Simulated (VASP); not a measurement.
Data:

```xyz
3
Lattice="0.0000 2.6786 2.6786 2.6786 0.0000 2.6786 2.6786 2.6786 0.0000" Properties=species:S:1:pos:R:3 pbc="T T T"
Co     0.0000     0.0000     0.0000
Si     1.3393     1.3393     1.3393
Si     4.0180     4.0180     4.0180
```

The numbers are results of PBE GGA with D4 dispersion, VASP's PBE PAW potentials (set 64) (plane waves; VASP 6.6.1), not measurements. Numerical set-up: 520 eV cut-off, 10×10×10 Γ-centred mesh, first-order Methfessel-Paxton smearing of 0.10 eV, potentials Co Si.

**Question.** Give the stress tensor in GPa (positive for a compressed cell).

**Answer.** 
```
-5.38   0.00   0.00
 0.00  -5.38   0.00
 0.00   0.00  -5.38
```
The pressure is its mean diagonal, -5.38 GPa.

The compound is CoSi2 in the fluorite structure. This cell is one point of a volume scan, at 1.03 of the reference volume. The run is not spin-polarised, so no magnetic state was tried. The electron count is odd and the run is not spin-polarised, which forces a metal.
